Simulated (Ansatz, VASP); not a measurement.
**CsB2P3: VASP beside Ansatz**

```xyz
6
Lattice="4.0452 0.0000 0.0000 -2.0226 3.5032 0.0000 0.0000 0.0000 7.3018" Properties=species:S:1:pos:R:3 pbc="T T T"
Cs    0.0000    0.0000    3.6509
B     2.0226    1.1677    0.8648
B     0.0000    2.3355    6.4371
P     0.0000    0.0000    0.0000
P     0.0000    2.3355    1.0966
P     2.0226    1.1677    6.2052
```

Alike in both runs: functional PBE; k mesh 12 × 12 × 6; occupations gaussian, width 0.1 eV; no spin polarisation.

Ansatz relaxed the structure, and its values are those at the end. VASP's run is a single point on that final structure, the one shown.

|  | VASP | Ansatz |
| --- | --- | --- |
| version | VASP 6.6.1 | Ansatz 0.2.0 |
| potentials or method | VASP PAW PBE potentials, release 64 (Cs_sv, B, P) | scalar-relativistic, plane waves, PAW |
| plane-wave cutoff (eV) | 520 | 420 |
| valence electrons in the cell | 30 | 30 |

Ansatz gave:

- gap on the k mesh at the Fermi level (eV): none
- pressure (GPa): 0.0
- rms of the force components (eV/Å): 0.000

Task: What did VASP give for the same quantities?

Result: gap on the k mesh at the Fermi level (eV): none; pressure (GPa): 0.0; rms of the force components (eV/Å): 0.011.

A gap of «none» marks a metal or a gap that the smearing closes.

The runs have no spin-orbit coupling, so splittings on Cs are missing.
